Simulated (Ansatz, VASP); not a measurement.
One calculation of RbP3, two programs

```
Rb P
1.0
     4.47539    0.00000    0.00000
     0.00000    4.47539    0.00000
     0.00000    0.00000    4.47539
Rb P
1 3
Cartesian
  0.0000 0.0000 0.0000
  0.0000 2.2377 2.2377
  2.2377 0.0000 2.2377
  2.2377 2.2377 0.0000
```

Change from the starting cell: species swapped into the NdPt3 type (Pm-3m, No. 221).

Alike in both runs: task relaxation of cell and atoms; functional PBE; k mesh 10 × 10 × 10; occupations gaussian, width 0.1 eV; no spin polarisation.

|  | VASP | Ansatz |
| --- | --- | --- |
| version | VASP 6.6.1 | Ansatz 0.2.0 |
| potentials or method | VASP PAW PBE potentials, release 64 (Rb_sv, P) | scalar-relativistic, plane waves, PAW |
| plane-wave cutoff (eV) | 600 | 420 |
| valence electrons in the cell | 24 | 24 |

```tsv
	VASP	Ansatz	Ansatz less VASP
gap on the k mesh at the Fermi level, each at its own relaxed structure (eV)	none	none	-
relaxed volume (Å³/atom)	20.82	20.75	-0.072
relaxed cell length with the largest relative difference (Å)	4.367	4.362	-0.0050
energy change over the relaxation (meV/atom)	-16	-17	-1.3
```

A gap of «none» marks a metal or a gap that the smearing closes.
